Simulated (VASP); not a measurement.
# ZnGaP (P-6m2) in VASP: reference runs

Aim: a first look at ZnGaP with PBE, on the cell as given.

Program: VASP 6.6.1. These are calculated values, not measurements. Logs are shortened: lines on timing, memory, paths and dates and some standing lists are left out, and cuts for length are marked.

## 1. Starting point

It takes space group P-6m2 (No. 187, hexagonal). The conventional cell has a = 4.016 Å, b = 4.016 Å, c = 4.404 Å, α = 90.00°, β = 90.00°, γ = 120.00°. Zn (site symmetry -6m2) is surrounded by 3 P at 2.32 Å. Ga (site symmetry -6m2) is surrounded by 6 Zn at 3.20 Å and 6 P at 3.20 Å. P (site symmetry -6m2) has 3 Zn at 2.32 Å as nearest neighbours.

The cell was built by a generator and needn't be a form met in nature.

## 2. Single point, PBE

Input file INCAR:

```
SYSTEM = ZnGaP
ALGO     = Normal         ! electronic algorithm
EDIFF    = 1E-7           ! SCF threshold, eV
ENCUT    = 520            ! plane-wave cutoff, eV
GGA      = PE             ! functional
ISIF     = 2              ! what is computed and relaxed
ISMEAR   = -1             ! smearing method
LASPH    = .True.         ! aspherical terms in the spheres
LCHARG   = .False.        ! write CHGCAR
LREAL    = .False.        ! projectors in reciprocal space
LWAVE    = .False.        ! write WAVECAR
NBANDS   = 22             ! bands
NELM     = 80             ! most SCF steps
PREC     = Accurate       ! precision mode
SIGMA    = 0.05           ! smearing width, eV
```

Input file KPOINTS:

```
k-points
0
Gamma
  8 8 6
  0 0 0
```

Input file POSCAR:

```
ZnGaP
1.0
    4.0159400000      0.0000000000      0.0000000000
   -2.0079700000      3.4779100000      0.0000000000
    0.0000000000      0.0000000000      4.4042000000
Zn Ga P
1 1 1
Direct
    0.0000000000      0.0000000000      0.5000000000
    0.6666700000      0.3333300000      0.0000000000
    0.3333300000      0.6666700000      0.5000000000
```

Potentials or basis: VASP PAW PBE potentials, release 64 (Zn, Ga_d, P).

Run with:

```sh
cat potpaw_PBE.64/Zn/POTCAR potpaw_PBE.64/Ga_d/POTCAR potpaw_PBE.64/P/POTCAR > POTCAR
mpirun -np 1 vasp_std > vasp.out
```

OUTCAR:

```text
SYSTEM = ZnGaP
   EDIFF = 1E-7
   ENCUT = 520
   GGA = PE
   ISIF = 2
   ISMEAR = -1
   LASPH = .True.
   LREAL = .False.
   NELM = 80
   PREC = Accurate

 ion  position               nearest neighbor table
   1  0.000  0.000  0.500-   3 2.32   3 2.32   3 2.32
   2  0.667  0.333  0.000-
   3  0.333  0.667  0.500-   1 2.32   1 2.32   1 2.32

  LATTYP: Found a hexagonal cell.
 ALAT       =     4.0159400000
 C/A-ratio  =     1.0966797313

  Lattice vectors:

 A1 = (   4.0159400000,   0.0000000000,   0.0000000000)
 A2 = (  -2.0079700000,   3.4779100000,   0.0000000000)
 A3 = (   0.0000000000,   0.0000000000,   4.4042000000)

Analysis of symmetry for initial positions (statically):
=====================================================================
 Subroutine PRICEL returns:
 Original cell was already a primitive cell.

 Routine SETGRP: Setting up the symmetry group for a
 hexagonal supercell.

 Subroutine GETGRP returns: Found  4 space group operations
 (whereof  4 operations were pure point group operations)
 out of a pool of 24 trial point group operations.

The static configuration has the point symmetry C_2v.

Analysis of symmetry for dynamics (positions and initial velocities):
=====================================================================
 Subroutine PRICEL returns:
 Original cell was already a primitive cell.

 Routine SETGRP: Setting up the symmetry group for a
 hexagonal supercell.

 Subroutine GETGRP returns: Found  4 space group operations
 (whereof  4 operations were pure point group operations)
 out of a pool of 24 trial point group operations.

The dynamic configuration has the point symmetry C_2v.

 Subroutine INISYM returns: Found  4 space group operations
 (whereof  4 operations are pure point group operations),
 and found     1 'primitive' translations

----------------------------------------------------------------------------------------

                                     Primitive cell

  volume of cell :      61.5138

  direct lattice vectors                    reciprocal lattice vectors
     4.015940000  0.000000000  0.000000000     0.249007704  0.143764502  0.000000000
    -2.007970000  3.477910000  0.000000000     0.000000000  0.287529004  0.000000000
     0.000000000  0.000000000  4.404200000     0.000000000  0.000000000  0.227055992

  length of vectors
     4.015940000  4.015943412  4.404200000     0.287529249  0.287529004  0.227055992

  position of ions in fractional coordinates (direct lattice)
     0.000000000  0.000000000  0.500000000
     0.666670000  0.333330000  0.000000000
     0.333330000  0.666670000  0.500000000

  ion indices of the primitive-cell ions
   primitive index   ion index
                 1           1
                 2           2
                 3           3

----------------------------------------------------------------------------------------

 KPOINTS: k-points

Automatic generation of k-mesh.
 Grid dimensions read from file:
 generate k-points for:    8    8    6

 Generating k-lattice:

  Cartesian coordinates                     Fractional coordinates (reciprocal lattice)
     0.031125963  0.017970563  0.000000000     0.125000000  0.000000000  0.000000000
     0.000000000  0.035941126  0.000000000     0.000000000  0.125000000  0.000000000
     0.000000000  0.000000000  0.037842665     0.000000000  0.000000000  0.166666667

  Length of vectors
     0.035941156  0.035941126  0.037842665

  Shift w.r.t. Gamma in fractional coordinates (k-lattice)
     0.000000000  0.000000000  0.000000000

 Subroutine IBZKPT returns following result:
 ===========================================

 Found     84 irreducible k-points:

 Following reciprocal coordinates:
            Coordinates               Weight
  0.000000  0.000000  0.000000      1.000000
  0.125000  0.000000  0.000000      4.000000
 -0.125000  0.125000  0.000000      2.000000
  0.250000  0.000000  0.000000      4.000000
 -0.250000  0.250000  0.000000      2.000000
  0.375000  0.000000  0.000000      4.000000
[... 16 lines left out ...]
  0.125000  0.000000  0.166667      8.000000
 -0.125000  0.125000  0.166667      4.000000
 [... further k-points ...]
   k-points           NKPTS =     84   k-points in BZ     NKDIM =     84   number of bands    NBANDS=     22
   number of dos      NEDOS =    301   number of ions     NIONS =      3
   total plane-waves  NPLWV =  32400
   dimension x,y,z NGX =    30 NGY =   30 NGZ =   36
   dimension x,y,z NGXF=    60 NGYF=   60 NGZF=   72
   ions per type =               1   1   1
   NGX,Y,Z   is equivalent  to a cutoff of  12.42, 12.42, 13.59 a.u.
   NGXF,Y,Z  is equivalent  to a cutoff of  24.84, 24.84, 27.18 a.u.
 SYSTEM =  ZnGaP
   PREC   = accura    normal or accurate (medium, high low for compatibility)
   ISTART =      0    job   : 0-new  1-cont  2-samecut
   ICHARG =      2    charge: 1-file 2-atom 10-const
   ISPIN  =      1    spin polarized calculation?
   LNONCOLLINEAR =      F non collinear calculations
   LSORBIT =      F    spin-orbit coupling
   LASPH  =      T    aspherical Exc in radial PAW
   ENCUT  =  520.0 eV  38.22 Ry    6.18 a.u.   7.47  7.47  8.19*2*pi/ulx,y,z
   NELM   =     80;   NELMIN=  2; NELMDL= -5     # of ELM steps
   EDIFF  = 0.1E-06   stopping-criterion for ELM
   LREAL  =      F    real-space projection
   EDIFFG = 0.1E-05   stopping-criterion for IOM
   NSW    =      0    number of steps for IOM
   IBRION =     -1    ionic relax: 0-MD 1-quasi-New 2-CG
   NFREE  =      0    steps in history (QN), initial steepest desc. (CG)
   ISIF   =      2    stress and relaxation
   ISYM   =      2    0-nonsym 1-usesym 2-fastsym
   POTIM  = 0.5000    time-step for ionic-motion
   TEBEG  =    0.0;   TEEND  =   0.0 temperature during run
   PSTRESS=    0.0 pullay stress
   NELECT =      30.0000    total number of electrons
   NUPDOWN=      -1.0000    fix difference up-down
   EMIN   =  10.00;   EMAX   =-10.00  energy-range for DOS
   EFERMI =   0.00;   METHOD = LEGACY
   ISMEAR =    -1;   SIGMA  =   0.05  broadening in eV -4-tet -1-fermi 0-gaus
   EFERMI_NEDOS =   21; number of points for ismear=-14 and -15
   IALGO  =     38    algorithm
   IMIX   =      4    mixing-type and parameters
     AMIX     =   0.40;   BMIX     =  1.00
     AMIX_MAG =   1.60;   BMIX_MAG =  1.00
  volume/ion in A,a.u.               =      20.50       138.37
  Fermi-wavevector in a.u.,A,eV,Ry     =   1.288619  2.435136 22.592989  1.660538
  Thomas-Fermi vector in A             =   2.420561
   LORBIT       =      0    0 simple, 1 ext, 2 COOP (PROOUT), +10 PAW based schemes
   GGA     = PE    functional components
   LHFCALC =     F    Hartree Fock is set to
   AEXX    =    0.0000 exact exchange contribution
   IVDW    =     0    specifies the selected vdW correction
   LEPSILON=     F    determine dielectric tensor
   LRPA    =     F    only Hartree local field effects (RPA)
 non-spin polarized calculation
  energy-cutoff  :      520.00
  volume of cell :       61.51
 maximum number of plane-waves:      1678
 NGX is ok and might be reduce to    30
   NGX = 15   NGY = 15   NGZ = 17

 number of electron      29.9999990 magnetization

 Free energy of the ion-electron system (eV)
  ---------------------------------------------------
  ext. energy  EPLUGINS =         0.00000000
  ---------------------------------------------------
  free energy    TOTEN  =        -9.24555538 eV

  energy without entropy =       -9.24141949  energy(sigma->0) =       -9.24348743

 E-fermi :   3.7488     XC(G=0):  -9.9977

 val. band max:        3.7346729574   @ k =  -0.1250   0.2500   0.3333
 cond. band min:       3.8637367671   @ k =  -0.2500   0.5000   0.3333
 fundamental gap:      0.1290638097
 Fermi energy:         3.7488114222

 k-point     1 :       0.0000    0.0000    0.0000
  band No.  band energies     occupation
      1     -10.9850      2.00000
      2     -10.9669      2.00000
      3     -10.9669      2.00000
      4     -10.9657      2.00000
      5     -10.9657      2.00000
      6      -8.1152      2.00000
[... 14 lines left out ...]
     21      11.9871      0.00000
     22      11.9873      0.00000

 k-point     2 :       0.1250    0.0000    0.0000
  band No.  band energies     occupation
      1     -10.9833      2.00000
      2     -10.9676      2.00000
      3     -10.9676      2.00000
      4     -10.9662      2.00000
      5     -10.9641      2.00000
      6      -7.9703      2.00000
[... 14 lines left out ...]
     21      11.1219      0.00000
     22      11.7192      0.00000

 k-point     3 :      -0.1250    0.1250    0.0000
  band No.  band energies     occupation
      1     -10.9833      2.00000
      2     -10.9676      2.00000
      3     -10.9676      2.00000
      4     -10.9662      2.00000
      5     -10.9641      2.00000
      6      -7.9702      2.00000
[... 14 lines left out ...]
     21      11.1221      0.00000
     22      11.7191      0.00000

 k-point     4 :       0.2500    0.0000    0.0000
  band No.  band energies     occupation
      1     -10.9799      2.00000
      2     -10.9722      2.00000
      3     -10.9688      2.00000
      4     -10.9673      2.00000
      5     -10.9573      2.00000
      6      -7.5683      2.00000
[... 14 lines left out ...]
     21      11.0453      0.00000
     22      11.6654      0.00000

 k-point     5 :      -0.2500    0.2500    0.0000
  band No.  band energies     occupation
      1     -10.9799      2.00000
      2     -10.9722      2.00000
      3     -10.9688      2.00000
      4     -10.9673      2.00000
      5     -10.9573      2.00000
      6      -7.5683      2.00000
[... 417 lines left out ...]
 k-point    22 :       0.0000    0.0000    0.1667
  band No.  band energies     occupation
      1     -10.9817      2.00000
      2     -10.9671      2.00000
      3     -10.9671      2.00000
      4     -10.9664      2.00000
      5     -10.9664      2.00000
      6      -8.0172      2.00000
[... 14 lines left out ...]
     21      10.8605      0.00000
     22      10.8607      0.00000

 k-point    23 :       0.1250    0.0000    0.1667
  band No.  band energies     occupation
      1     -10.9802      2.00000
      2     -10.9692      2.00000
      3     -10.9673      2.00000
      4     -10.9672      2.00000
      5     -10.9640      2.00000
      6      -7.8738      2.00000
[... 14 lines left out ...]
     21      10.6011      0.00000
     22      10.8919      0.00000

 k-point    24 :      -0.1250    0.1250    0.1667
  band No.  band energies     occupation
      1     -10.9802      2.00000
      2     -10.9692      2.00000
      3     -10.9673      2.00000
      4     -10.9672      2.00000
      5     -10.9640      2.00000
      6      -7.8738      2.00000
[... 14 lines left out ...]
     21      10.6010      0.00000
     22      10.8919      0.00000

 [... further k-points ...]

------------------------ aborting loop because EDIFF is reached ----------------------------------------

  FORCE on cell =-STRESS in cart. coord.  units (eV):
  Direction    XX          YY          ZZ          XY          YZ          ZX
  --------------------------------------------------------------------------------------
  -------------------------------------------------------------------------------------
  Total        0.0613740      0.0610738     -0.0370667     -0.0002601      0.0000000      0.0000000
  in kB        1.5985361      1.5907165     -0.9654333     -0.0067751      0.0000000      0.0000000
  external PRESSURE =       0.7412731 kB  Pullay stress =       0.0000000 kB

 VOLUME and BASIS-vectors are now :
 -----------------------------------------------------------------------------
  energy-cutoff  :      520.00
  volume of cell :       61.51
      direct lattice vectors                 reciprocal lattice vectors
     4.015940000  0.000000000  0.000000000     0.249007704  0.143764502  0.000000000
    -2.007970000  3.477910000  0.000000000     0.000000000  0.287529004  0.000000000
     0.000000000  0.000000000  4.404200000     0.000000000  0.000000000  0.227055992

 POSITION                                       TOTAL-FORCE (eV/Angst)
 -----------------------------------------------------------------------------------
      0.00000      0.00000      2.20210        -0.000164      0.000095      0.000000
      2.00799      1.15929      0.00000        -0.000005      0.000003      0.000000
     -0.00002      2.31862      2.20210         0.000170     -0.000098      0.000000
 -----------------------------------------------------------------------------------
    total drift:                                0.000046      0.000059      0.000000

  FREE ENERGIE OF THE ION-ELECTRON SYSTEM (eV)
  ---------------------------------------------------
  free  energy   TOTEN  =        -9.2455553752 eV

  energy  without entropy=       -9.2414194878  energy(sigma->0) =       -9.24348743
```

Run time: 2.1 min. Hardware: 1 thread of Intel Xeon Platinum 8488C (Sapphire Rapids), shared host; peak memory 0.26 GiB.

What came out:

```yaml
Free_energy: -9.2456 eV
Pressure: 0.1 GPa
Band_gap_on_the_k_mesh: none (metal or under the smearing width)
```
